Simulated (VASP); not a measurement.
VASP ran on this input.

### POSCAR
```
TiSe
1.0
  0.0000000000   3.2331620000   3.2331620000
  3.2331620000   0.0000000000   3.2331620000
  3.2331620000   3.2331620000   0.0000000000
Ti Se
1 1
Direct
  0.0000000000   0.0000000000   0.0000000000
  0.2500000000   0.2500000000   0.2500000000
```

### INCAR
```
ALGO = Normal   ! blocked Davidson
LREAL = .FALSE.   ! projection in real space or not
IBRION = 2
LWAVE = .FALSE.
GGA = PE   ! PBE
PREC = Accurate
LCHARG = .FALSE.
LASPH = .TRUE.   ! aspherical one-centre terms
ENCUT = 400   ! plane-wave cut-off (eV)
LMAXMIX = 4   ! l cut-off of mixed one-centre charges
SIGMA = 0.1   ! width (eV)
NSW = 60
EDIFF = 1E-6   ! SCF stop (eV)
SYSTEM = TiSe
NELM = 100
EDIFFG = -0.01
ISMEAR = 1
ISIF = 3   ! ions, shape and volume
```

File KPOINTS:
```
Automatic mesh
0
Gamma
9 9 9
0 0 0
```

POTCAR, in this order: Ti_sv Se (PBE.64 set). Program: vasp_std.

**Question.** Write an equivalent input for Quantum ESPRESSO's pw.x.

**Answer.** One equivalent input (not run):
```
&CONTROL
  calculation = 'vc-relax'
  pseudo_dir = './pseudo'
  outdir = './out'
  tprnfor = .true.
  tstress = .true.
  nstep = 60
  forc_conv_thr = 0.00039
/
&SYSTEM
  ibrav = 0
  nat = 2
  ntyp = 2
  ecutwfc = 86
  occupations = 'smearing'
  smearing = 'methfessel-paxton'
  degauss = 0.00735
  input_dft = 'pbe'
/
&ELECTRONS
  conv_thr = 7.3e-08
  electron_maxstep = 100
/
&IONS
/
&CELL
/
ATOMIC_SPECIES
  Ti 47.867 Ti.upf
  Se 78.971 Se.upf
CELL_PARAMETERS angstrom
     0.0000000    3.2331620    3.2331620
     3.2331620    0.0000000    3.2331620
     3.2331620    3.2331620    0.0000000
ATOMIC_POSITIONS crystal
  Ti   0.0000000  0.0000000  0.0000000
  Se   0.2500000  0.2500000  0.2500000
K_POINTS automatic
  9 9 9 0 0 0
```
What does not carry over: the potentials are each code's own (VASP's PAW set, PseudoDojo norm-conserving files in pw.x), so ENCUT and ecutwfc are chosen apart and not converted; conv_thr bounds pw.x's estimated SCF error, while EDIFF bounds the energy change between steps; forc_conv_thr acts on force components and is met together with etot_conv_thr.

The structure was generated: TiSe was put into the zinc blende type (F-43m), which need not be its known phase. This run relaxes it. Symmetry was kept, so distortions that lower it aren't found.
